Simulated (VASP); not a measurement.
Computed with r2SCAN meta-GGA, VASP's PBE PAW potentials (set 64) (plane waves; VASP).

The input files of a VASP run:

KPOINTS:
```
Automatic mesh
0
Gamma
11 11 11
0 0 0
```

POSCAR:
```
TiCo
1
    2.9900000000     0.0000000000     0.0000000000
    0.0000000000     2.9900000000     0.0000000000
    0.0000000000     0.0000000000     2.9900000000
Ti Co
1 1
Direct
  0.0000000000   0.0000000000   0.0000000000
  0.5000000000   0.5000000000   0.5000000000
```

### INCAR
```
SYSTEM = TiCo
PREC = Accurate; ENCUT = 520; LREAL = .False.
LASPH = .True.
EDIFF = 1E-6; NELM = 100; ALGO = Normal
LMAXMIX = 4; LMIXTAU = .True.
ISMEAR = 1; SIGMA = 0.1
METAGGA = R2SCAN
IBRION = 2; NSW = 60; ISIF = 3
EDIFFG = -0.01
LWAVE = .False.; LCHARG = .False.
```

POTCAR, in this order: Ti_sv Co (PBE.64 set). Program: vasp_std.

Energy and stress use the plane-wave basis of the starting cell.

Q: Estimate the energy per atom (σ→0), volume per atom, band gap (on the k-mesh).

A: 
| Property | Result |
|---|---|
| energy per atom (σ→0) | -13.358 eV/atom |
| band gap (on the k-mesh) | none (metal, semimetal or under 0.01 eV) |
| volume per atom | 12.89 Å³/atom |

**OSZICAR**
```
...
DAV:   2    -0.267159369994E+02   -0.28067E-04   -0.33181E-04  2158   0.228E-01    0.699E-02
DAV:   3    -0.267158981257E+02    0.38874E-04   -0.22737E-04  2314   0.174E-01    0.800E-03
DAV:   4    -0.267158981257E+02   -0.42746E-10   -0.34081E-06  1552   0.170E-02
   6 F= -.26715898E+02 E0= -.26715761E+02  d E =-.928379E-05
       N       E                     dE             d eps       ncg     rms          rms(c)
DAV:   1    -0.267158982602E+02   -0.13455E-06   -0.63980E-07   784   0.818E-03    0.159E-03
DAV:   2    -0.267158985274E+02   -0.26719E-06   -0.14798E-06  1002   0.112E-02
   7 F= -.26715899E+02 E0= -.26715764E+02  d E =-.401690E-06
```

The compound is TiCo in the CsCl type structure. This run relaxes it. Symmetry was kept, so distortions that lower it aren't found. The run is not spin-polarised, so no magnetic state was tried. The electron count is odd and the run is not spin-polarised, which forces a metal.
